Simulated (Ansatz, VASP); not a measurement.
## Two plane-wave programs on HfMoC2

The input INCAR:

```
SYSTEM = HfMoC2
PREC     = Accurate       ! precision mode
ENCUT    = 520            ! plane-wave cutoff, eV
EDIFF    = 1E-7           ! SCF threshold, eV
ISMEAR   = -1             ! smearing method
SIGMA    = 0.05           ! smearing width, eV
LREAL    = .FALSE.        ! projectors in reciprocal space
LASPH    = .TRUE.         ! aspherical terms in the spheres
NELM     = 80             ! most SCF steps
ALGO     = Normal         ! electronic algorithm
ISIF     = 2              ! what is computed and relaxed
LWAVE    = .FALSE.        ! write WAVECAR
LCHARG   = .FALSE.        ! write CHGCAR
GGA      = PE             ! functional
NBANDS   = 24             ! bands
```

KPOINTS

```
regular mesh
0
G
  8 8 6
  0 0 0
```

POSCAR

```
HfMoC2
1.0
    3.1262736378      0.0000000000      0.0000000000
    0.0000000000      3.1262736378      0.0000000000
    0.0000000000      0.0000000000      4.3936043497
Hf Mo C
1 1 2
Direct
    0.0000000000      0.0000000000      0.0000000000
    0.5000000000      0.5000000000      0.5000000000
    0.5000000000      0.5000000000      0.0000000000
    0.0000000000      0.0000000000      0.5000000000
```

input.yaml

```yaml
crystal:
  lattice:
    - [3.1262736378, 0.0, 0.0]
    - [0.0, 3.1262736378, 0.0]
    - [0.0, 0.0, 4.3936043497]
  atoms:
    - { symbol: Hf, position: [0.0, 0.0, 0.0] }
    - { symbol: Mo, position: [0.5, 0.5, 0.5] }
    - { symbol: C, position: [0.5, 0.5, 0.0] }
    - { symbol: C, position: [0.0, 0.0, 0.5] }
hamiltonian:
  xc: pbe
  pseudopotentials: { kind: paw }
kpoints:
  mp_grid: { grid: [8, 8, 6] }
scf:
  occupations: { method: fermi_dirac, width: 0.05 }
output:
  forces: true
  stress: true
  eigenvalues: true
```

Change from the starting cell: volume scaled by 0.94.

Alike in both runs: task single point; functional PBE; k mesh 8 × 8 × 6; occupations fermi-dirac, width 0.05 eV; no spin polarisation.

|  | VASP | Ansatz |
| --- | --- | --- |
| version | VASP 6.6.1 | Ansatz 0.2.0 |
| potentials or method | VASP PAW PBE potentials, release 64 (Hf_pv, Mo_sv, C) | Ansatz PAW |
| plane-wave cutoff (eV) | 520 | 420 |
| valence electrons in the cell | 32 | 48 |

Ansatz gave:

```
gap on the k mesh at the Fermi level (eV)       : none
pressure (GPa)                                  : 17.9
largest component of the traceless stress (GPa) : 3.08
```

What did VASP give for the same quantities?

gap on the k mesh at the Fermi level (eV): none; pressure (GPa): 18.0; largest component of the traceless stress (GPa): 3.06.

A gap of «none» marks a metal or a gap that the smearing closes. The functional is the same, so the differences come from potentials, cutoffs and numerics. The two sets of potentials don't hold the same shells in valence.

Caveats: the pressure holds a Pulay correction of +0.3 GPa for the finite cutoff (Ansatz). The runs have no spin-orbit coupling, so splittings on Hf are missing.
